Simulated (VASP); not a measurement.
These are PBE GGA with D3 dispersion (Becke-Johnson damping), VASP's PBE PAW potentials (set 64) (plane waves; VASP) values and carry that method's errors.

The input files of a VASP run:

File POSCAR:
```
CoSi2
1
    0.0000000000     2.7029189288     2.7029189288
    2.7029189288     0.0000000000     2.7029189288
    2.7029189288     2.7029189288     0.0000000000
Co Si
1 2
Direct
  0.0000000000   0.0000000000   0.0000000000
  0.2500000000   0.2500000000   0.2500000000
  0.7500000000   0.7500000000   0.7500000000
```

**KPOINTS**
```
Automatic mesh
0
Gamma
10 10 10
0 0 0
```

INCAR:
```
SYSTEM = CoSi2
PREC = Accurate
ENCUT = 520
EDIFF = 1E-7
NELM = 100
ALGO = Normal
LREAL = .FALSE.
LASPH = .TRUE.
ISMEAR = 1
SIGMA = 0.1
GGA = PE
IVDW = 12
LMAXMIX = 4
LWAVE = .FALSE.
LCHARG = .FALSE.
ISIF = 2
```

POTCAR, in this order: Co Si (PBE.64 set). Program: vasp_std.

Question: Estimate the energy per atom (σ→0), dispersion energy, pressure, band gap (on the k-mesh).

Answer: 
- energy per atom (σ→0) = -6.857 eV/atom
- dispersion energy = -1.289 eV
- band gap (on the k-mesh) = none (metal, semimetal or under 0.01 eV)
- pressure = -9.92 GPa

**OSZICAR**
```
...
DAV:  10    -0.192810863453E+02    0.93040E-05   -0.65088E-03  1572   0.107E+00    0.916E-02
DAV:  11    -0.192810143850E+02    0.71960E-04   -0.50531E-04  1656   0.436E-01    0.415E-02
DAV:  12    -0.192810428105E+02   -0.28425E-04   -0.60288E-05  1228   0.720E-02    0.265E-02
DAV:  13    -0.192810421010E+02    0.70948E-06   -0.44853E-06  1464   0.187E-02    0.452E-03
DAV:  14    -0.192810422503E+02   -0.14928E-06   -0.85592E-07  1520   0.133E-02    0.331E-03
DAV:  15    -0.192810423896E+02   -0.13933E-06   -0.18627E-07   940   0.924E-03    0.555E-04
DAV:  16    -0.192810424613E+02   -0.71645E-07   -0.75648E-08   672   0.216E-03
   1 F= -.20569838E+02 E0= -.20570227E+02  d E =0.116814E-02
```

The compound is CoSi2 in the fluorite structure. This cell is one point of a volume scan, at 1.06 of the reference volume. The run is not spin-polarised, so no magnetic state was tried. The electron count is odd and the run is not spin-polarised, which forces a metal.
